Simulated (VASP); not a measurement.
Here is the system:

```xyz
2
Lattice="0.0000 2.8860 2.8860 2.8860 0.0000 2.8860 2.8860 2.8860 0.0000" Properties=species:S:1:pos:R:3 pbc="T T T"
Cd     0.0000     0.0000     0.0000
S      1.4430     1.4430     1.4430
```

Calculation: LDA (Ceperley-Alder, Perdew-Zunger), VASP's LDA PAW potentials (set 64) (plane waves; VASP). Settings: 520 eV cut-off, Gaussian smearing of 0.050 eV, potentials Cd S.

Problem. Give the energies of bands 6 to 11 at the high-symmetry points, in eV from the valence-band maximum.

Solution. 
| band | Γ | X | U | L | W |
|---|---|---|---|---|---|
| 6 | -7.37 | -6.89 | -6.74 | -6.96 | -6.68 |
| 7 | 0.00 | -4.20 | -4.19 | -4.72 | -4.16 |
| 8 | 0.00 | -2.04 | -2.75 | -0.82 | -2.49 |
| 9 | 0.00 | -2.04 | -1.66 | -0.82 | -2.37 |
| 10 | 0.96 | 3.25 | 4.01 | 2.83 | 5.24 |
| 11 | 6.35 | 4.20 | 5.37 | 6.84 | 5.43 |

The gap is direct, 0.96 eV, from the valence maximum at Γ to the conduction minimum at Γ.

Measured: gap 2.48 eV at 4 K (computed value off by -1.52 eV), as given by arXiv:1206.3780.

The compound is CdS in the zinc blende structure, a metastable form; wurtzite is the usual one. It was relaxed first.
